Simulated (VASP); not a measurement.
Calculation: SCAN meta-GGA, VASP's PBE PAW potentials (set 64) (plane waves; VASP).

VASP ran on this input.

File POSCAR:
```
BaZrO3
8.4165050
  0.5000000132   0.0000000000   0.0000000000
  0.0000000000   0.5000000132   0.0000000000
  0.0000000000   0.0000000000   0.5000000132
Ba Zr O
1 1 3
Cartesian
  0.0000000000   0.0000000000   0.0000000000
  0.2500000066   0.2500000066   0.2500000066
  0.2500000066   0.0000000000   0.2500000066
  0.0000000000   0.2500000066   0.2500000066
  0.2500000066   0.2500000066   0.0000000000
```

INCAR:
```
! general
SYSTEM   =  BaZrO3
PREC     =  Accurate
ENCUT    =  520
LREAL    =  .False.
LASPH    =  .True.

! electronic loop
EDIFF    =  1E-7
NELM     =  100
ALGO     =  Normal
LMAXMIX  =  4
LMIXTAU  =  .True.

! smearing
ISMEAR   =  -5

! functional
METAGGA  =  SCAN

! ions
ISIF     =  2

! output
LWAVE    =  .False.
LCHARG   =  .False.
LORBIT   =  11
NEDOS    =  601

! other
LEFG     =  .True.
```

File KPOINTS:
```
Automatic mesh
0
Gamma
6 6 6
0 0 0
```

### KPOINTS_OPT
```
k-points along high-symmetry lines
10
Line-mode
Reciprocal
  0.000000   0.000000   0.000000 ! GAMMA
  0.000000   0.500000   0.000000 ! X

  0.000000   0.500000   0.000000 ! X
  0.500000   0.500000   0.000000 ! M

  0.500000   0.500000   0.000000 ! M
  0.000000   0.000000   0.000000 ! GAMMA

  0.000000   0.000000   0.000000 ! GAMMA
  0.500000   0.500000   0.500000 ! R

  0.500000   0.500000   0.500000 ! R
  0.000000   0.500000   0.000000 ! X

  0.500000   0.500000   0.500000 ! R
  0.500000   0.500000   0.000000 ! M
```

POTCAR, in this order: Ba_sv Zr_sv O (PBE.64 set). Program: vasp_std.

The resulting files:

OSZICAR:
```
       N       E                     dE             d eps       ncg     rms          rms(c)
DAV:   1     0.260477575953E+03    0.26048E+03   -0.23175E+04   960   0.168E+03
DAV:   2    -0.107031679072E+03   -0.36751E+03   -0.36199E+03  1240   0.404E+02
DAV:   3    -0.129056277139E+03   -0.22025E+02   -0.22007E+02  1680   0.946E+01
DAV:   4    -0.129685820109E+03   -0.62954E+00   -0.62934E+00  1344   0.123E+01
DAV:   5    -0.129698053328E+03   -0.12233E-01   -0.12233E-01  1416   0.135E+00    0.310E+01
DAV:   6    -0.107416252710E+03    0.22282E+02   -0.30822E+01  1312   0.414E+01    0.128E+01
DAV:   7    -0.106692171242E+03    0.72408E+00   -0.44894E+00  1168   0.199E+01    0.458E+00
DAV:   8    -0.109976701825E+03   -0.32845E+01   -0.30036E+00  1384   0.154E+01    0.189E+00
DAV:   9    -0.106673854262E+03    0.33028E+01   -0.14615E+00  1088   0.114E+01    0.610E-01
DAV:  10    -0.106992646199E+03   -0.31879E+00   -0.80417E-01  1336   0.542E+00    0.630E-01
DAV:  11    -0.106931465740E+03    0.61180E-01   -0.12450E-01  1216   0.280E+00    0.415E-01
DAV:  12    -0.106977888637E+03   -0.46423E-01   -0.10189E-02  1224   0.970E-01    0.293E-01
DAV:  13    -0.107011364815E+03   -0.33476E-01   -0.19496E-02  1272   0.135E+00    0.153E-01
DAV:  14    -0.107014265661E+03   -0.29008E-02   -0.20993E-02   992   0.163E+00    0.155E-01
DAV:  15    -0.107020094892E+03   -0.58292E-02   -0.51329E-03   984   0.803E-01    0.522E-02
DAV:  16    -0.107021854107E+03   -0.17592E-02   -0.29014E-03  1048   0.576E-01    0.510E-02
DAV:  17    -0.107022314671E+03   -0.46056E-03   -0.18758E-04  1184   0.139E-01    0.206E-02
DAV:  18    -0.107022797978E+03   -0.48331E-03   -0.29878E-04  1040   0.214E-01    0.115E-02
DAV:  19    -0.107022837146E+03   -0.39168E-04   -0.62702E-05  1416   0.753E-02    0.909E-03
DAV:  20    -0.107022835697E+03    0.14487E-05   -0.99067E-06  1168   0.262E-02    0.502E-03
DAV:  21    -0.107022836324E+03   -0.62692E-06   -0.17514E-06  1352   0.135E-02    0.212E-03
DAV:  22    -0.107022836220E+03    0.10392E-06   -0.18994E-06  1064   0.157E-02    0.166E-03
DAV:  23    -0.107022837283E+03   -0.10628E-05   -0.52066E-07  1120   0.756E-03    0.169E-03
DAV:  24    -0.107022836661E+03    0.62242E-06   -0.25464E-08   720   0.163E-03    0.118E-03
DAV:  25    -0.107022836060E+03    0.60085E-06   -0.97718E-08   768   0.341E-03    0.499E-04
DAV:  26    -0.107022835741E+03    0.31927E-06   -0.13171E-08   656   0.109E-03    0.208E-04
DAV:  27    -0.107022835670E+03    0.70764E-07   -0.27793E-09   656   0.528E-04
   1 F= -.10702284E+03 E0= -.10702284E+03  d E =0.000000E+00
       N       E                     dE             ncg
       N       E                     dE             ncg
       N       E                     dE             ncg
```

**OUTCAR**
```
------------------------ aborting loop because EDIFF is reached ----------------------------------------
  FORCE on cell =-STRESS in cart. coord.  units (eV):
  Direction    XX          YY          ZZ          XY          YZ          ZX
  --------------------------------------------------------------------------------------
  Total       -0.0040958     -0.0040958     -0.0040958      0.0000000      0.0000000     -0.0000000
  in kB       -0.0880539     -0.0880539     -0.0880539      0.0000000      0.0000000     -0.0000000
  external PRESSURE =      -0.0880539 kB  Pullay stress =       0.0000000 kB
  volume of cell :       74.53
      direct lattice vectors                 reciprocal lattice vectors
     4.208252611  0.000000000  0.000000000     0.237628320  0.000000000  0.000000000
     0.000000000  4.208252611  0.000000000     0.000000000  0.237628320  0.000000000
     0.000000000  0.000000000  4.208252611     0.000000000  0.000000000  0.237628320
 POSITION                                       TOTAL-FORCE (eV/Angst)
 -----------------------------------------------------------------------------------
      0.00000      0.00000      0.00000         0.000000      0.000000      0.000000
      2.10413      2.10413      2.10413         0.000000      0.000000      0.000000
      2.10413      0.00000      2.10413         0.000000      0.000000      0.000000
      0.00000      2.10413      2.10413         0.000000      0.000000      0.000000
      2.10413      2.10413      0.00000         0.000000      0.000000      0.000000
 -----------------------------------------------------------------------------------
    total drift:                                0.000000     -0.000000     -0.000000
  FREE ENERGIE OF THE ION-ELECTRON SYSTEM (eV)
  ---------------------------------------------------
  free  energy   TOTEN  =      -107.0228356698 eV

  energy  without entropy=     -107.0228356698  energy(sigma->0) =     -107.02283567

 total charge

# of ion       s       p       d       tot
------------------------------------------
    1        2.002   5.640   0.240   7.881
    2        2.187   6.079   1.344   9.610
    3        1.569   3.513   0.000   5.082
    4        1.569   3.513   0.000   5.082
    5        1.569   3.513   0.000   5.082
--------------------------------------------------
tot          8.896  22.259   1.584  32.738

 Electric field gradients after diagonalization (V/A^2)
 (convention: |V_zz| > |V_xx| > |V_yy|)
----------------------------------------------------------------------
 ion       V_xx      V_yy      V_zz     asymmetry (V_yy - V_xx)/ V_zz
----------------------------------------------------------------------
   1      -0.000    -0.000    -0.000      -0.616
   2      -0.000    -0.000    -0.000      -0.273
   3       6.548     6.548   -13.095       0.000
   4       6.548     6.548   -13.095       0.000
   5       6.548     6.548   -13.095       0.000
```
(Selected blocks of OUTCAR.)

File OUTCAR:
```
 val. band max:        3.3820096363   @ k =   0.5000   0.5000   0.5000

 cond. band min:       7.0463446158   @ k =   0.0000   0.0000   0.0000


 Fermi energy:         3.4626857251

 k-point     1 :       0.0000    0.0000    0.0000
  band No.  band energies     occupation
      1     -45.3413      2.00000
      2     -22.7013      2.00000
      3     -22.6856      2.00000
      4     -22.6853      2.00000
      5     -22.6853      2.00000
      6     -14.0203      2.00000
      7     -13.7659      2.00000
      8     -13.7659      2.00000
      9      -7.3505      2.00000
     10      -7.3505      2.00000
     11      -7.3505      2.00000
     12       1.8815      2.00000
     13       1.8815      2.00000
     14       1.8815      2.00000
     15       2.3886      2.00000
     16       2.3886      2.00000
     17       2.3886      2.00000
     18       3.1256      2.00000
     19       3.1256      2.00000
     20       3.1256      2.00000
     21       7.0463      0.00000
     22       7.0464      0.00000
     23       7.0464      0.00000
     24       8.5244      0.00000

 k-point     2 :       0.1667    0.0000    0.0000
  band No.  band energies     occupation
      1     -45.3404      2.00000
      2     -22.8405      2.00000
      3     -22.6840      2.00000
      4     -22.6837      2.00000
      5     -22.6008      2.00000
      6     -14.0220      2.00000
      7     -13.7608      2.00000
      8     -13.5752      2.00000
      9      -7.3332      2.00000
     10      -7.3332      2.00000
     11      -7.3092      2.00000
     12       1.4304      2.00000
     13       1.7991      2.00000
     14       1.7991      2.00000
     15       2.1597      2.00000
     16       2.1597      2.00000
     17       2.2029      2.00000
     18       2.5025      2.00000
     19       3.0379      2.00000
     20       3.0379      2.00000
     21       7.1400      0.00000
     22       7.6341      0.00000
     23       7.6342      0.00000
     24       8.9506      0.00000
...
```

Unless said otherwise, spin-orbit coupling is left out, though it shifts the bands of the heavy elements here.

The compound is BaZrO3 in the cubic perovskite structure. It was relaxed first.
